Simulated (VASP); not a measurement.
# CdNiSe3 (Pm-3m) in VASP: a series of runs

One crystal, CdNiSe3, is run at these levels: rev-vdW-DF2, LDA, PBE; tasks: relaxation of cell and atoms.

Program: VASP 6.6.1. These are calculated values, not measurements. Logs are shortened: lines on timing, memory, paths and dates and some standing lists are left out, and cuts for length are marked.

### Step 1. The structure

It takes space group Pm-3m (No. 221, cubic). Conventional cell: a = 4.767 Å, b = 4.767 Å, c = 4.767 Å, α = 90.00°, β = 90.00°, γ = 90.00°. Cd (site symmetry m-3m) is surrounded by 12 Se at 3.37 Å. Ni (site symmetry m-3m) has 6 Se at 2.38 Å as nearest neighbours. Se (site symmetry 4/mmm) has 2 Ni at 2.38 Å as nearest neighbours.

The cell was built by a generator and needn't be a form met in nature.

### Step 2. Relaxation of cell and atoms, rev-vdW-DF2, collinear spin, ferromagnetic start

The input, INCAR:

```
PREC = Accurate
ENCUT = 600
EDIFF = 1E-6
ISMEAR = -1
SIGMA = 0.05
LREAL = F
LASPH = T
NELM = 120
ALGO = Normal
ISIF = 3
LWAVE = F
LCHARG = F
ISPIN = 2
MAGMOM = 0 1 0 0 0
LORBIT = 11
LMAXMIX = 4
GGA = MK
LUSE_VDW = T
AGGAC = 0.0
PARAM1 = 0.1234
PARAM2 = 0.711357
ZAB_VDW = -1.8867
IBRION = 2
NSW = 60
EDIFFG = -0.01
```

The input, KPOINTS:

```
Automatic mesh
0
Gamma
  5 5 5
```

The input, POSCAR:

```
CdNiSe3
1.0
    4.7673800000      0.0000000000      0.0000000000
    0.0000000000      4.7673800000      0.0000000000
    0.0000000000      0.0000000000      4.7673800000
Cd Ni Se
1 1 3
Direct
    0.5000000000      0.5000000000      0.5000000000
    0.0000000000      0.0000000000      0.0000000000
    0.5000000000      0.0000000000      0.0000000000
    0.0000000000      0.5000000000      0.0000000000
    0.0000000000      0.0000000000      0.5000000000
```

Potentials or basis: VASP PAW PBE potentials, release 64 (Cd, Ni, Se).

The run is started by

```console
cat potpaw_PBE.64/Cd/POTCAR potpaw_PBE.64/Ni/POTCAR potpaw_PBE.64/Se/POTCAR > POTCAR
mpirun -np 1 vasp_std > vasp.out
```

OUTCAR:

```text
PREC = Accurate
   ENCUT = 600
   EDIFF = 1E-6
   ISMEAR = -1
   LREAL = F
   LASPH = T
   NELM = 120
   ISIF = 3
   ISPIN = 2
   LORBIT = 11
   GGA = MK
   IBRION = 2
   NSW = 60
   EDIFFG = -0.01

 ion  position               nearest neighbor table
   1  0.500  0.500  0.500-
   2  0.000  0.000  0.000-   3 2.38   4 2.38   5 2.38   5 2.38   4 2.38   3 2.38
   3  0.500  0.000  0.000-   2 2.38   2 2.38
   4  0.000  0.500  0.000-   2 2.38   2 2.38
   5  0.000  0.000  0.500-   2 2.38   2 2.38

  LATTYP: Found a simple cubic cell.
 ALAT       =     4.7673800000

  Lattice vectors:

 A1 = (   4.7673800000,   0.0000000000,   0.0000000000)
 A2 = (   0.0000000000,   4.7673800000,   0.0000000000)
 A3 = (   0.0000000000,   0.0000000000,   4.7673800000)

Analysis of symmetry for initial positions (statically):
=====================================================================
 Subroutine PRICEL returns:
 Original cell was already a primitive cell.

 Routine SETGRP: Setting up the symmetry group for a
 simple cubic supercell.

 Subroutine GETGRP returns: Found 48 space group operations
 (whereof 48 operations were pure point group operations)
 out of a pool of 48 trial point group operations.

The static configuration has the point symmetry O_h .

Analysis of symmetry for dynamics (positions and initial velocities):
=====================================================================
 Subroutine PRICEL returns:
 Original cell was already a primitive cell.

 Routine SETGRP: Setting up the symmetry group for a
 simple cubic supercell.

 Subroutine GETGRP returns: Found 48 space group operations
 (whereof 48 operations were pure point group operations)
 out of a pool of 48 trial point group operations.

The dynamic configuration has the point symmetry O_h .

Analysis of structural, dynamic, and magnetic symmetry:
=====================================================================
 Subroutine PRICEL returns:
 Original cell was already a primitive cell.

 Routine SETGRP: Setting up the symmetry group for a
 simple cubic supercell.

 Subroutine GETGRP returns: Found 48 space group operations
 (whereof 48 operations were pure point group operations)
 out of a pool of 48 trial point group operations.

The overall configuration has the point symmetry O_h .

 Subroutine INISYM returns: Found 48 space group operations
 (whereof 48 operations are pure point group operations),
 and found     1 'primitive' translations

----------------------------------------------------------------------------------------

[... 102 lines left out ...]
     AMIX     =   0.40;   BMIX     =  1.00
     AMIX_MAG =   1.60;   BMIX_MAG =  1.00
  volume/ion in A,a.u.               =      21.67       146.24
  Fermi-wavevector in a.u.,A,eV,Ry     =   1.174397  2.219289 18.765279  1.379209
  Thomas-Fermi vector in A             =   2.310795
   LORBIT       =     11    0 simple, 1 ext, 2 COOP (PROOUT), +10 PAW based schemes
   GGA     = MK    functional components
   LHFCALC =     F    Hartree Fock is set to
   AEXX    =    0.0000 exact exchange contribution
   IVDW_NL    =     1    kernel type
   BPARAM     = 6.3000
   IVDW    =     0    specifies the selected vdW correction
   LEPSILON=     F    determine dielectric tensor
   LRPA    =     F    only Hartree local field effects (RPA)
 conjugate gradient relaxation of ions
 spin polarized calculation
  energy-cutoff  :      600.00
  volume of cell :      108.35
 maximum number of plane-waves:      3695
 NGX is ok and might be reduce to    40
   NGX = 19   NGY = 19   NGZ = 19

--------------------------------------- Ionic step        1  -------------------------------------------

 number of electron      40.0000008 magnetization       0.2824150

 number of electron      40.0000007 magnetization      -0.0019685

 Free energy of the ion-electron system (eV)
  ---------------------------------------------------
  ext. energy  EPLUGINS =         0.00000000
  ---------------------------------------------------
  free energy    TOTEN  =        -6.61564787 eV

  energy without entropy =       -6.57152460  energy(sigma->0) =       -6.59358624

------------------------ aborting loop because EDIFF is reached ----------------------------------------

  FORCE on cell =-STRESS in cart. coord.  units (eV):
  Direction    XX          YY          ZZ          XY          YZ          ZX
  --------------------------------------------------------------------------------------
  -------------------------------------------------------------------------------------
  Total       -0.8541987     -0.8541987     -0.8541987     -0.0000000      0.0000000     -0.0000000
  in kB      -12.6307796    -12.6307796    -12.6307796     -0.0000000      0.0000000     -0.0000000
  external PRESSURE =     -12.6307796 kB  Pullay stress =       0.0000000 kB
[... 71 lines left out ...]
 number of electron      40.0000003 magnetization       0.0000007

 number of electron      40.0000003 magnetization      -0.0000005

 Free energy of the ion-electron system (eV)
  ---------------------------------------------------
  ext. energy  EPLUGINS =         0.00000000
  ---------------------------------------------------
  free energy    TOTEN  =        -6.62297829 eV

  energy without entropy =       -6.57899676  energy(sigma->0) =       -6.60098753

 E-fermi :   3.5779     XC(G=0): -10.2682

 val. band max:        3.5506809860   @ k =   0.2000   0.0000   0.0000
 cond. band min:       3.5997179339   @ k =   0.4000   0.2000   0.2000
 fundamental gap:      0.0490369479
 Fermi energy:         3.5779015374

 spin component 1

 k-point     1 :       0.0000    0.0000    0.0000
  band No.  band energies     occupation
      1     -10.6503      1.00000
      2      -8.3535      1.00000
      3      -8.3535      1.00000
      4      -4.5063      1.00000
      5      -4.5063      1.00000
      6      -4.5063      1.00000
[... 269 lines left out ...]
     24       9.7551      0.00000
     25       9.9973      0.00000
 Fermi energy:         3.5779015374

 spin component 2

 k-point     1 :       0.0000    0.0000    0.0000
  band No.  band energies     occupation
      1     -10.6503      1.00000
      2      -8.3535      1.00000
      3      -8.3535      1.00000
      4      -4.5063      1.00000
      5      -4.5063      1.00000
      6      -4.5063      1.00000
[... 305 lines left out ...]
  energy  without entropy=       -6.5789967637  energy(sigma->0) =       -6.60098753

Total vdW correction in eV:      6.6773145

 reached required accuracy - stopping structural energy minimisation

 total charge

# of ion       s       p       d       tot
------------------------------------------
    1        0.439   0.125   9.557  10.121
    2        0.433   0.483   8.479   9.395
    3        1.503   2.210   0.042   3.755
    4        1.503   2.210   0.042   3.755
    5        1.503   2.210   0.042   3.755
--------------------------------------------------
tot          5.381   7.238  18.162  30.781

 magnetization (x)

# of ion       s       p       d       tot
------------------------------------------
    1       -0.000  -0.000   0.000  -0.000
    2        0.000   0.000   0.000   0.000
    3       -0.000   0.000   0.000   0.000
    4       -0.000   0.000   0.000   0.000
    5       -0.000   0.000   0.000   0.000
--------------------------------------------------
tot         -0.000   0.000   0.000   0.000
```

OSZICAR:

```text
N       E                     dE             d eps       ncg     rms          rms(c)
DAV:   1     0.313985188511E+03    0.31399E+03   -0.19204E+04  1000   0.168E+03
[... 32 lines left out ...]
DAV:   3    -0.662434017262E+01    0.14687E+00   -0.85715E-01  1088   0.126E+01    0.490E-01
DAV:   4    -0.662352978164E+01    0.81039E-03   -0.22117E-02  1046   0.127E+00    0.288E-01
DAV:   5    -0.662302046522E+01    0.50932E-03   -0.16154E-03  1226   0.551E-01    0.955E-02
DAV:   6    -0.662298315074E+01    0.37314E-04   -0.26755E-04  1416   0.133E-01    0.284E-02
DAV:   7    -0.662297874436E+01    0.44064E-05   -0.15334E-05  1207   0.457E-02    0.161E-02
DAV:   8    -0.662297926130E+01   -0.51695E-06   -0.20685E-05  1316   0.462E-02    0.824E-03
DAV:   9    -0.662297828748E+01    0.97382E-06   -0.20299E-06   508   0.143E-02
   3 F= -.66229783E+01 E0= -.66009875E+01  d E =-.733042E-02  mag=     0.0000
```

CONTCAR:

```text
CdNiSe3
   1.00000000000000
     4.7396245028966835   -0.0000000000000000   -0.0000000000000000
    -0.0000000000000000    4.7396245028966835   -0.0000000000000000
     0.0000000000000000    0.0000000000000000    4.7396245028966835
  Cd              Ni              Se
     1     1     3
Direct
     0.5000000000000000    0.5000000000000000    0.5000000000000000
     0.0000000000000000    0.0000000000000000    0.0000000000000000
     0.5000000000000000    0.0000000000000000    0.0000000000000000
     0.0000000000000000    0.5000000000000000    0.0000000000000000
     0.0000000000000000    0.0000000000000000    0.5000000000000000

  0.00000000E+00  0.00000000E+00  0.00000000E+00
  0.00000000E+00  0.00000000E+00  0.00000000E+00
  0.00000000E+00  0.00000000E+00  0.00000000E+00
  0.00000000E+00  0.00000000E+00  0.00000000E+00
  0.00000000E+00  0.00000000E+00  0.00000000E+00
```

It took 4 min on 1 thread of AMD EPYC 9R45 (Zen 5), shared host; peak memory 0.63 GiB.

Results:

```
Free energy                                           : -6.6230 eV
Relaxed volume                                        : 21.29 Å³/atom
Relaxed cell                                          : a = 4.740 Å, b = 4.740 Å, c = 4.740 Å, α = 90.00°, β = 90.00°, γ = 90.00°
Space group after relaxing (to 0.05 Å)                : Pm-3m (No. 221)
Energy gained by relaxing                             : 1.5 meV/atom
Ionic steps                                           : 3
Pressure after relaxing                               : 0.0 GPa
Band gap on the k mesh                                : none (metal or under the smearing width)
Net moment                                            : 0.00 μB per cell
Valence electrons inside the program's atomic spheres : Cd 10.12; Ni 9.39; Se 3.75
```

Step by step:
```csv
step,energy change (eV),largest force (eV/Å),pressure (GPa),volume (Å³)
1,0.0000,0.0000,-1.26,108.35
2,-0.0062,0.0000,0.56,105.70
3,-0.0073,0.0000,0.00,106.47
```

Final structure:
```cif
data_structure
_symmetry_space_group_name_H-M 'P 1'
_symmetry_Int_Tables_number 1
_cell_length_a 4.7396
_cell_length_b 4.7396
_cell_length_c 4.7396
_cell_angle_alpha 90.000
_cell_angle_beta 90.000
_cell_angle_gamma 90.000
_cell_volume 106.47
loop_
_atom_site_label
_atom_site_type_symbol
_atom_site_fract_x
_atom_site_fract_y
_atom_site_fract_z
_atom_site_occupancy
Cd1 Cd 0.50000 0.50000 0.50000 1
Ni1 Ni 0.00000 0.00000 0.00000 1
Se1 Se 0.50000 0.00000 0.00000 1
Se2 Se 0.00000 0.50000 0.00000 1
Se3 Se 0.00000 0.00000 0.50000 1
```

Levels at points of the mesh, in eV from the Fermi level:
Spin up:
| k point | band 18 | band 19 | band 20 | band 21 | band 22 | band 23 |
| --- | --- | --- | --- | --- | --- | --- |
| (0.00, 0.00, 0.00) | -0.78 | -0.78 | -0.78 | -0.06 | -0.06 | -0.06 |
Spin down:
```
           k point  band 16  band 17  band 18  band 19  band 20  band 21  band 22  band 23  band 24  band 25
(0.00, 0.00, 0.00)    -1.41    -1.41    -0.78    -0.78    -0.78    -0.06    -0.06    -0.06     3.57     6.12
```

Caveat: the PAW data sets were made with another functional, which shifts forces and pressure a little.

### Step 3. Relaxation of cell and atoms, LDA, collinear spin, ferromagnetic start

The input, INCAR:

```
SYSTEM = CdNiSe3
ALGO     = Normal         ! electronic algorithm
EDIFF    = 1E-5           ! SCF threshold, eV
EDIFFG   = -0.01          ! ionic threshold
ENCUT    = 600            ! plane-wave cutoff, eV
GGA      = CA             ! functional
IBRION   = 2              ! ionic algorithm
ISIF     = 3              ! what is computed and relaxed
ISMEAR   = -1             ! smearing method
ISPIN    = 2              ! spin polarisation
LASPH    = .TRUE.         ! aspherical terms in the spheres
LCHARG   = .FALSE.        ! write CHGCAR
LMAXMIX  = 4              ! l up to which the mixer works
LORBIT   = 11             ! projections on sites
LREAL    = .FALSE.        ! projectors in reciprocal space
LWAVE    = .FALSE.        ! write WAVECAR
MAGMOM   = 0 1 0 0 0      ! initial moments
NELM     = 120            ! most SCF steps
NSW      = 60             ! ionic steps
PREC     = Accurate       ! precision mode
SIGMA    = 0.05           ! smearing width, eV
```

The input, KPOINTS:

```
k-points
0
G
  2 2 2
  0 0 0
```

POSCAR is that of step 2.

Potentials or basis: VASP PAW LDA potentials, release 64 (Cd, Ni, Se).

The run is started by

```console
cat potpaw_LDA.64/Cd/POTCAR potpaw_LDA.64/Ni/POTCAR potpaw_LDA.64/Se/POTCAR > POTCAR
mpirun -np 1 vasp_std > vasp.out
```

Run time: 2.1 min. Hardware: 1 thread of AMD EPYC 9R45 (Zen 5), shared host; peak memory 0.21 GiB.

These settings aren't checked as converged (typed here: k = 2 × 2 × 2; EDIFF = 1e-05): the numbers below hold their error.

Results:

```yaml
Free_energy: -20.2123 eV
Relaxed_volume: 19.51 Å³/atom
Relaxed_cell: a = 4.603 Å, b = 4.603 Å, c = 4.603 Å, α = 90.00°, β = 90.00°, γ = 90.00°
Space_group_after_relaxing_to_0.05_Å: Pm-3m (No. 221)
Energy_gained_by_relaxing: 41.3 meV/atom
Ionic_steps: 10
Pressure_after_relaxing: 0.0 GPa
Band_gap_on_the_k_mesh: none (metal or under the smearing width)
Net_moment: 0.00 μB per cell
Valence_electrons_inside_the_program's_atomic_spheres: Cd 10.17; Ni 9.64; Se 3.77
```

Caveat: the k mesh is coarse (spacing up to 0.66 Å⁻¹), so the values aren't converged.

### Step 4. Relaxation of cell and atoms, PBE, collinear spin, ferromagnetic start

The input, INCAR:

```
SYSTEM = CdNiSe3
PREC = Accurate ; ENCUT = 600
EDIFF = 1E-6 ; ISMEAR = 0
SIGMA = 0.05 ; LREAL = .FALSE.
LASPH = .TRUE. ; NELM = 150
ALGO = Normal ; ISIF = 3
LWAVE = .FALSE. ; LCHARG = .FALSE.
ISPIN = 2 ; MAGMOM = 0 1 0 0 0
LORBIT = 11 ; LMAXMIX = 4
GGA = PE ; IBRION = 2
NSW = 60 ; EDIFFG = -0.01
```

The input, KPOINTS:

```
regular mesh
0
G
  6 6 6
  0 0 0
```

POSCAR is that of step 3.

Potentials or basis: VASP PAW PBE potentials, release 64 (Cd, Ni, Se).

The run is started by

```console
cat potpaw_PBE.64/Cd/POTCAR potpaw_PBE.64/Ni/POTCAR potpaw_PBE.64/Se/POTCAR > POTCAR
mpirun -np 1 vasp_std > vasp.out
```

Run time: 1.7 min. Hardware: 1 thread of Intel Xeon Platinum 8559C (Emerald Rapids), shared host; peak memory 0.36 GiB.

The run converged. Its results:

* Free energy: -15.8065 eV
* Pressure after relaxing: -0.1 GPa
* Band gap on the k mesh: none (metal or under the smearing width)
* Net moment: 0.00 μB per cell
* Valence electrons inside the program's atomic spheres: Cd 10.12; Ni 9.34; Se 3.74

Final structure:
```xyz
5
Lattice="4.7674 0.0000 0.0000 0.0000 4.7674 0.0000 0.0000 0.0000 4.7674" Properties=species:S:1:pos:R:3 pbc="T T T"
Cd    2.3837    2.3837    2.3837
Ni    0.0000    0.0000    0.0000
Se    2.3837    0.0000    0.0000
Se    0.0000    2.3837    0.0000
Se    0.0000    0.0000    2.3837
```

Levels at points of the mesh, in eV from the Fermi level:
Spin up:
```csv
k point,band 17,band 18,band 19,band 20,band 21,band 22,band 23,band 24
"(0.00, 0.00, 0.00)",-1.45,-0.88,-0.88,-0.88,-0.17,-0.17,-0.17,3.39
"(0.50, 0.00, 0.00)",-1.41,-0.57,-0.57,-0.31,-0.21,-0.21,1.67,3.14
"(0.50, 0.50, 0.00)",-1.44,-1.04,-0.33,-0.33,0.88,1.32,2.81,3.56
"(0.50, 0.50, 0.50)",-1.07,-1.07,0.86,0.86,0.86,2.87,2.87,6.32
```
Spin down:
| k point | band 17 | band 18 | band 19 | band 20 | band 21 | band 22 | band 23 | band 24 |
| --- | --- | --- | --- | --- | --- | --- | --- | --- |
| (0.00, 0.00, 0.00) | -1.45 | -0.88 | -0.88 | -0.88 | -0.17 | -0.17 | -0.17 | 3.39 |
| (0.50, 0.00, 0.00) | -1.41 | -0.57 | -0.57 | -0.31 | -0.21 | -0.21 | 1.67 | 3.14 |
| (0.50, 0.50, 0.00) | -1.44 | -1.03 | -0.33 | -0.33 | 0.88 | 1.32 | 2.81 | 3.56 |
| (0.50, 0.50, 0.50) | -1.07 | -1.07 | 0.86 | 0.86 | 0.86 | 2.87 | 2.87 | 6.32 |

Caveat: the relaxation stopped at its first step, so nothing moved.
